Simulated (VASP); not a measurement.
Input:

```yaml
crystal:
  lattice:
    - [6.34396, 0.00000, 0.00000]
    - [0.00000, 6.34396, 0.00000]
    - [0.00000, 0.00000, 6.34396]
  atoms:
    - { symbol: K, position: [0.00000, 0.00000, 0.00000] }
    - { symbol: K, position: [0.50000, 0.50000, 0.00000] }
    - { symbol: K, position: [0.50000, 0.00000, 0.50000] }
    - { symbol: K, position: [0.00000, 0.50000, 0.50000] }
    - { symbol: Cl, position: [0.50000, 0.50000, 0.50000] }
    - { symbol: Cl, position: [0.00000, 0.00000, 0.50000] }
    - { symbol: Cl, position: [0.00000, 0.50000, 0.00000] }
    - { symbol: Br, position: [0.50000, 0.00000, 0.00000] }
```

Calculation: PBEsol GGA, VASP's PBE PAW potentials (set 64) (plane waves; VASP). Settings: 400 eV cut-off, 4×4×4 Γ-centred mesh, tetrahedra with Blöchl corrections, potentials K_sv Cl Br.

**Question.** Estimate the energy per atom (σ→0), band gap (on the k-mesh) with the smallest direct gap where there is one.

**Answer.** 
```
Property                                      Value
-----------------------------------  --------------
band gap (on the k-mesh)                    4.83 eV
smallest direct gap (on the k-mesh)         4.83 eV
energy per atom (σ→0)                -3.434 eV/atom
```

Total energies compare only between runs with the same potentials, cut-off and functional.

The structure was generated: K4BrCl3 was put into an ordered model structure (Pm-3m), which need not be its known phase. It was relaxed first.
